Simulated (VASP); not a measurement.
Set up this calculation in VASP 6.6.1, as the native input.

```
Task                   : single point
Functional             : PBEsol
Potentials or basis    : VASP PAW PBE potentials, release 64 (W_sv, Rb_sv)
Cutoff                 : 520 eV
k mesh                 : 5 × 5 × 5
Occupations            : fermi-dirac, width 0.0445 eV
Spin                   : no spin polarisation
Dipole correction      : no
Further INCAR settings : ALGO = Fast; EDIFF = 1e-07; NBANDS = 18
```

The structure of RbW lies in POSCAR:

```
RbW
1.0
    0.0000000000      3.2183930000      3.2183930000
    3.2183930000      0.0000000000      3.2183930000
    3.2183930000      3.2183930000      0.0000000000
W Rb
1 1
Direct
    0.0000000000      0.0000000000      0.0000000000
    0.5000000000      0.5000000000      0.5000000000
```

The cell was built by a generator and needn't be a form met in nature.

The input as run:

INCAR

```
SYSTEM = RbW
ALGO     = Fast           ! electronic algorithm
EDIFF    = 1E-7           ! SCF threshold, eV
ENCUT    = 520            ! plane-wave cutoff, eV
GGA      = PS             ! functional
ISIF     = 2              ! what is computed and relaxed
ISMEAR   = -1             ! smearing method
LASPH    = .True.         ! aspherical terms in the spheres
LCHARG   = .True.         ! write CHGCAR
LELF     = .True.         ! ELF
LREAL    = .False.        ! projectors in reciprocal space
LVHAR    = .True.       
LWAVE    = .False.        ! write WAVECAR
NBANDS   = 18             ! bands
NELM     = 100            ! most SCF steps
PREC     = Accurate       ! precision mode
SIGMA    = 0.0445         ! smearing width, eV
```

KPOINTS

```
k-points
0
Gamma
  5 5 5
  0 0 0
```

Potentials or basis: VASP PAW PBE potentials, release 64 (W_sv, Rb_sv).

Command:

```console
$ cat potpaw_PBE.64/W_sv/POTCAR potpaw_PBE.64/Rb_sv/POTCAR > POTCAR
$ mpirun -np 1 vasp_std > vasp.out
```

Results of the run:

* Pressure: -0.9 GPa
* Band gap on the k mesh: none (metal or under the smearing width)

Caveat: the PAW data sets were made with another functional, which shifts forces and pressure a little.

Run time: 43 s on 1 thread of Intel(R) Xeon(R) 6975P-C (Granite Rapids), on a shared host, peak memory 0.2 GiB.
